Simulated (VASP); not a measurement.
Cost and result of VASP (PAW) for the bulk modulus of MgF2 (rutile). Static lattice, third-order Birch-Murnaghan fit over five volumes. The cost counts the five points of the equation of state, each on the mesh and cut-off of its row, so the ratios hold those differences too. With PBE it took about 2 core-minutes. Times come from single runs on busy shared machines, so they are rough: good to a factor of about 2.

```json
[
 {"level": "LDA", "k-mesh": "5×5×7", "cut-off (eV)": "520", "bulk modulus (GPa)": "?", "cost over PBE": "within a factor of 2"},
 {"level": "PBEsol", "k-mesh": "5×5×7", "cut-off (eV)": "520", "bulk modulus (GPa)": "99.4", "cost over PBE": "within a factor of 2"},
 {"level": "PBE", "k-mesh": "5×5×7", "cut-off (eV)": "520", "bulk modulus (GPa)": "92.1", "cost over PBE": "reference"},
 {"level": "SCAN", "k-mesh": "5×5×7", "cut-off (eV)": "520", "bulk modulus (GPa)": "110", "cost over PBE": "about 5 times"},
 {"level": "r2SCAN", "k-mesh": "5×5×7", "cut-off (eV)": "520", "bulk modulus (GPa)": "?", "cost over PBE": "about 5 times"}
]
```

What belongs in the gaps?

- LDA, bulk modulus (GPa): 118
- r2SCAN, bulk modulus (GPa): 107

Left out are levels that failed, ran on another kind of processor or have no fit band path; at most nine are shown.

The compound is MgF2 in the rutile structure.
